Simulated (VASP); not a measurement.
Level of theory: PBEsol GGA, VASP's PBE PAW potentials (set 64) (plane waves; VASP). For the first row: Settings: 400 eV cut-off, 13×13×13 Γ-centred mesh, tetrahedra with Blöchl corrections, potentials Zr_sv Rh_pv.

```tsv
system	energy (eV/atom)
ZrRh (space group Pm-3m)	-9.3583
Zr (hcp)	-9.0803
Rh (fcc)	-8.1373
```

The references are the elements' solids at the same level; no temperature or zero-point terms are added.

**Question.** What is the formation energy per atom of ZrRh?

**Answer.** The references average (1×(-9.0803) + 1×(-8.1373))/2 = -8.6088 eV, so the formation energy is -9.3583 − (-8.6088) = -0.750 eV/atom.
